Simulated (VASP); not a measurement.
# GW on BN (Qingsongite)

Wanted: how far GW moves the Kohn-Sham levels of BN (Qingsongite). The cell is of the zinc-blende type, one of the forms listed for this formula. The start is a cell from a database of measured crystal structures.

Calculated with VASP 6.6.1; PBE; plane waves and PAW (N_GW, B_GW), in the first sound run; inputs show where later runs differ.

This is a report of a sequence of runs, with most program output left out.

**1. The structure**

Symmetry: F-43m, No. 216, cubic system. Conventional cell: a = 3.615 Å, b = 3.615 Å, c = 3.615 Å, α = 90.00°, β = 90.00°, γ = 90.00°. Nearest to N lie 4 B at 1.57 Å. Nearest to B lie 4 N at 1.57 Å. Farther neighbours and most contacts between anions are not listed.

Structure file:

```xyz
2
Lattice="0.0000 1.8075 1.8075 1.8075 0.0000 1.8075 1.8075 1.8075 0.0000" Properties=species:S:1:pos:R:3 pbc="T T T"
N     2.7113    2.7113    2.7113
B     0.0000    0.0000    0.0000
```

**2. Empty bands, functional PBE**

ALGO = Exact makes the empty bands from the converged ground state in one step. LOPTICS writes the k-derivatives of the orbitals (WAVEDER), which give the long-wavelength limit of the screening.

Contents of INCAR:

```
SYSTEM = BN
PREC = Accurate
ENCUT = 450
ISMEAR = 0
SIGMA = 0.01
LREAL = .FALSE.
GGA = PE
NBANDS = 80
ALGO = Exact
NELM = 1
LWAVE = .TRUE.
LCHARG = .FALSE.
LOPTICS = .TRUE.
NEDOS = 1000
CSHIFT = 0.1
```

Contents of POSCAR:

```
BN
1.0
    0.0000000000      1.8075000000      1.8075000000
    1.8075000000      0.0000000000      1.8075000000
    1.8075000000      1.8075000000      0.0000000000
N B
1 1
Direct
    0.7500000000      0.7500000000      0.7500000000
    0.0000000000      0.0000000000      0.0000000000
```

Contents of KPOINTS:

```
Automatic mesh
0
Gamma
6 6 6
0 0 0
```

Potentials, in the order of the species: N_GW and B_GW (PBE family, release 64).

Command:

```
> mpirun -np 8 vasp_std
```

Wall time 1.6 s (8 MPI ranks of Intel Xeon 6975P-C (Granite Rapids), shared host); peak memory 0.8 GiB.

The gap is read on the k-mesh alone, so it is an upper bound where the band edges lie off the mesh.

A gap read on the k-mesh alone can miss the band edges.

This step gave:

| Item | Value |
| --- | --- |
| gap on the k-mesh | 4.458 eV |
| least direct gap on the k-mesh | 8.818 eV |

WAVECAR now holds 80 bands for 8 electrons. Its independent-particle dielectric tensor has xx, yy, zz = 4.8, 4.8, 4.8 on this mesh, which isn't tested for convergence in mesh or bands and lacks local fields.

**3. evGW0**

This step: evGW0 on PBE; plane waves and PAW (N_GW, B_GW) (VASP 6.6.1).

The lowest NBANDSGW levels in G are updated for four passes while W stays fixed, so the result depends less on the starting levels.

Contents of INCAR:

```
SYSTEM = BN
PREC = Accurate
ENCUT = 450
ISMEAR = 0
SIGMA = 0.01
LREAL = .FALSE.
GGA = PE
NBANDS = 80
ALGO = EVGW0
NELMGW = 4
ENCUTGW = 200
NOMEGA = 64
PRECFOCK = Fast
NBANDSGW = 16
LWAVE = .FALSE.
LCHARG = .FALSE.
```

POSCAR is that of step 2.

KPOINTS is that of step 2.

Command:

```
> mpirun -np 8 vasp_std
```

It took 46 s on 8 MPI ranks; peak memory 1.1 GiB; 6 min of CPU time.

This step gave:

```yaml
quasiparticle_gap_on_the_mesh: 6.292 eV
smallest_direct_quasiparticle_gap_on_the_mesh: 11.35 eV
gap_of_the_starting_orbitals_on_the_mesh: 4.458 eV
```

QP gap by iteration, by row:

| iteration | gap (eV) | direct gap (eV) |
| --- | --- | --- |
| 1 | 6.051 | 11.03 |
| 2 | 6.26 | 11.3 |
| 3 | 6.288 | 11.34 |
| 4 | 6.292 | 11.35 |

GW takes the gap from 4.458 to 6.292 eV. The last pass still moved it by +4 meV. The value holds for 80 bands, ENCUTGW = 200 eV and this mesh, and isn't shown to be converged in them.

**4. evGW**

This step: evGW on PBE; plane waves and PAW (N_GW, B_GW) (VASP 6.6.1).

The levels are updated in both G and W; wider gaps weaken the screening and open the gap further.

Changes to INCAR since step 3:

```diff
@@ -8,3 +8,3 @@
 NBANDS = 80
-ALGO = EVGW0
+ALGO = EVGW
 NELMGW = 4
```

POSCAR is that of step 3.

KPOINTS is that of step 3.

Command:

```
> mpirun -np 8 vasp_std
```

Elapsed: 48 s, on 8 MPI ranks; peak memory 1.1 GiB; 6.2 min of CPU time.

This step gave:

```yaml
quasiparticle_gap_on_the_mesh: 6.658 eV
smallest_direct_quasiparticle_gap_on_the_mesh: 11.78 eV
```

QP gap by iteration, by row:

| iteration | gap (eV) | direct gap (eV) |
| --- | --- | --- |
| 1 | 6.051 | 11.03 |
| 2 | 6.508 | 11.59 |
| 3 | 6.628 | 11.74 |
| 4 | 6.658 | 11.78 |

GW takes the gap from 4.458 to 6.658 eV. That is +366 meV against evGW0 on PBE. The last pass still moved it by +30 meV. The value holds for 80 bands, ENCUTGW = 200 eV and this mesh, and isn't shown to be converged in them.

**5. QPGW0**

This step: QPGW0 on PBE; plane waves and PAW (N_GW, B_GW) (VASP 6.6.1).

Here the orbitals are updated too, by diagonalising a Hermitian self-energy in the bands up to NBANDSGW.

Changes to INCAR since step 4:

```diff
@@ -8,3 +8,3 @@
 NBANDS = 80
-ALGO = EVGW
+ALGO = QPGW0
 NELMGW = 4
@@ -13,3 +13,3 @@
 PRECFOCK = Fast
-NBANDSGW = 16
+NBANDSGW = 24
 LWAVE = .FALSE.
```

POSCAR is that of step 4.

KPOINTS is that of step 4.

Command:

```
> mpirun -np 8 vasp_std
```

Run time: 4.2 min. Hardware: 8 MPI ranks; peak memory 1.5 GiB.

This step gave:

```yaml
quasiparticle_gap_on_the_mesh: 6.596 eV
smallest_direct_quasiparticle_gap_on_the_mesh: 11.69 eV
```

QP gap by iteration, by row:

| iteration | gap (eV) | direct gap (eV) |
| --- | --- | --- |
| 1 | 6.039 | 11.06 |
| 2 | 6.355 | 11.43 |
| 3 | 6.518 | 11.61 |
| 4 | 6.596 | 11.69 |

GW takes the gap from 4.458 to 6.596 eV. That is +303 meV against evGW0 on PBE. The last pass still moved it by +78 meV. The value holds for 80 bands, ENCUTGW = 200 eV and this mesh, and isn't shown to be converged in them.

**6. Orbitals for another starting point**

This step: PBE; plane waves and PAW (N_GW, B_GW) (VASP 6.6.1).

A hybrid converges faster from good orbitals, so a cheap PBE run writes WAVECAR first.

Contents of INCAR:

```
SYSTEM = BN
PREC = Accurate
ENCUT = 450
EDIFF = 1E-05
NELM = 100
ISMEAR = 0
SIGMA = 0.01
LREAL = .FALSE.
ALGO = Normal
GGA = PE
NBANDS = 10
LORBIT = 11
LWAVE = .TRUE.
LCHARG = .FALSE.
KPAR = 8
```

POSCAR is that of step 5.

KPOINTS is that of step 5.

Command:

```
> mpirun -np 8 vasp_std
```

Elapsed: 1.2 s, on 8 MPI ranks; peak memory 0.82 GiB.

Numbers from this step:

```yaml
free_energy_toten: -17.44 eV
fermi_energy: 7.586 eV
pressure: -0.6198 GPa
gap_on_the_k_mesh: 4.457 eV
```

The run ends at a pressure of -0.62 GPa.

**7. Another starting point**

This step: HSE06; plane waves and PAW (N_GW, B_GW) (VASP 6.6.1).

To see how much the result owes to its start, the ground state is made again with HSE06. EDIFF is tight for accurate orbitals, and a narrow smearing avoids fractional occupations.

Contents of INCAR:

```
SYSTEM = BN
PREC = Accurate
ENCUT = 450
EDIFF = 1E-08
NELM = 100
ISMEAR = 0
SIGMA = 0.01
LREAL = .FALSE.
ALGO = Normal
LHFCALC = .TRUE.
AEXX = 0.25
GGA = PE
HFSCREEN = 0.2
LASPH = .TRUE.
NBANDS = 10
PRECFOCK = Fast
LORBIT = 11
LWAVE = .TRUE.
LCHARG = .FALSE.
KPAR = 8
```

POSCAR is that of step 6.

KPOINTS is that of step 6.

The run starts from files that an earlier step left in the folder.

Command:

```
> mpirun -np 8 vasp_std
```

Wall time 8.8 s (8 MPI ranks); peak memory 1.6 GiB.

The PAW data sets were made with PBE, which is usual practice but a small mismatch for other functionals.

Numbers from this step:

| Item | Value |
| --- | --- |
| free energy (TOTEN) | -20.37 eV |
| Fermi energy | 6.711 eV |
| gap on the k-mesh | 5.804 eV |
| least direct gap on the k-mesh | 10.58 eV |

**8. Empty bands, functional HSE06**

The next step needs empty bands that the ground-state run didn't converge, so the Hamiltonian is diagonalised exactly for NBANDS bands, in a single step. LOPTICS writes the k-derivatives of the orbitals (WAVEDER), which give the long-wavelength limit of the screening.

Contents of INCAR:

```
SYSTEM = BN
PREC = Accurate
ENCUT = 450
ISMEAR = 0
SIGMA = 0.01
LREAL = .FALSE.
LHFCALC = .TRUE.
AEXX = 0.25
GGA = PE
HFSCREEN = 0.2
LASPH = .TRUE.
NBANDS = 80
PRECFOCK = Fast
ALGO = Exact
NELM = 1
LWAVE = .TRUE.
LCHARG = .FALSE.
LOPTICS = .TRUE.
NEDOS = 1000
CSHIFT = 0.1
```

POSCAR is that of step 7.

KPOINTS is that of step 7.

The run starts from files that an earlier step left in the folder.

Command:

```
> mpirun -np 8 vasp_std
```

The job ended after 42 s (8 MPI ranks; peak memory 1.7 GiB).

**9. G0W0**

This step: G0W0 on HSE06; plane waves and PAW (N_GW, B_GW) (VASP 6.6.1).

One pass of GW corrects the levels to first order, with G and W from the starting orbitals.

Contents of INCAR:

```
SYSTEM = BN
PREC = Accurate
ENCUT = 450
ISMEAR = 0
SIGMA = 0.01
LREAL = .FALSE.
LHFCALC = .TRUE.
AEXX = 0.25
GGA = PE
HFSCREEN = 0.2
LASPH = .TRUE.
NBANDS = 80
PRECFOCK = Fast
ALGO = EVGW0
NELMGW = 1
ENCUTGW = 200
NOMEGA = 64
NBANDSGW = 16
LWAVE = .FALSE.
LCHARG = .FALSE.
```

POSCAR is that of step 8.

KPOINTS is that of step 8.

The WAVECAR or CHGCAR of an earlier step is read.

Command:

```
> mpirun -np 8 vasp_std
```

It took 15 s on 8 MPI ranks; peak memory 1.8 GiB; 1.9 min of CPU time.

This step gave:

```yaml
quasiparticle_gap_on_the_mesh: 6.554 eV
smallest_direct_quasiparticle_gap_on_the_mesh: 11.62 eV
gap_of_the_starting_orbitals_on_the_mesh: 5.804 eV
```

GW takes the gap from 5.804 to 6.554 eV. That is +503 meV against the one-shot pass on PBE. The value holds for 80 bands, ENCUTGW = 200 eV and this mesh, and isn't shown to be converged in them.

**10. Summary**

This step: GW series: evGW0 on PBE, evGW on PBE, QPGW0 on PBE, G0W0 on HSE06; plane waves and PAW (VASP 6.6.1).

Derived from the runs above.

Cost is wall time times ranks on a shared host, with the step that makes the empty bands. GW runs:

| level | bands | ENCUTGW (eV) | NOMEGA | k mesh | starting gap (eV) | quasiparticle gap (eV) | direct gap (eV) | cost (core minutes) |
| --- | --- | --- | --- | --- | --- | --- | --- | --- |
| evGW0 on PBE | 80 | 200 | 64 | 6x6x6 | 4.458 | 6.292 | 11.35 | 6.35 |
| evGW on PBE | 80 | 200 | 64 | 6x6x6 | 4.458 | 6.658 | 11.78 | 6.61 |
| QPGW0 on PBE | 80 | 200 | 64 | 6x6x6 | 4.458 | 6.596 | 11.69 | 34.09 |
| G0W0 on HSE06 | 80 | 200 | 64 | 6x6x6 | 5.804 | 6.554 | 11.62 | 7.65 |

**11. What came out**

```json
{
  "evGW0 on PBE, 80 bands, ENCUTGW 200 eV, NOMEGA 64, mesh 6×6×6": "4.458 → 6.292 eV",
  "evGW on PBE, 80 bands, ENCUTGW 200 eV, NOMEGA 64, mesh 6×6×6": "4.458 → 6.658 eV",
  "QPGW0 on PBE, 80 bands, ENCUTGW 200 eV, NOMEGA 64, mesh 6×6×6": "4.458 → 6.596 eV",
  "G0W0 on HSE06, 80 bands, ENCUTGW 200 eV, NOMEGA 64, mesh 6×6×6": "5.804 → 6.554 eV"
}
```

In words: evGW0 gives a quasiparticle gap of 6.292 eV on the mesh, 1.83 eV over the PBE gap on the same mesh. Over the final values of the levels run here the gap spans 6.29 to 6.66 eV. In evGW0 the first pass, which is the one-shot result, gives 6.051 eV and pass 4 gives 6.292 eV; the last pass changed the gap by +4 meV, so the loop is converged. In evGW the first pass, which is the one-shot result, gives 6.051 eV and pass 4 gives 6.658 eV; the last pass changed the gap by +30 meV, so more passes would move it further. In QPGW0 the first pass gives 6.039 eV and pass 4 gives 6.596 eV; the last pass changed the gap by +78 meV, so more passes would move it further. One-shot gaps: 6.051 eV from PBE and 6.554 eV from HSE06. The starting gaps span 1.35 eV and the one-shot gaps 0.50 eV. Bands, response cutoff and mesh weren't tested for convergence, and band edges off the mesh aren't seen. Not tabulated here, as repeats of values shown or as unfit to read for their mesh, reference level or band range: eps2 curves (empty bands); eps1 curves and static values (empty bands); gaps (empty bands).

[Lines on the potential files, build, host, timing and source positions are cut from VASP's logs without a mark.]

[Logs are printed without paths, hosts, clocks, repeated set-up lines and the standing remarks that a program may print on its own settings, such as how far it seeks lower states.]

[Hosts, paths, dates, database ids (printed as entryN), source tags and the programs' standing remarks are cut or masked in the printed files.]

[Pressures printed for these runs are not shown converged in the cutoff: they can be off by several GPa and have the wrong sign.]
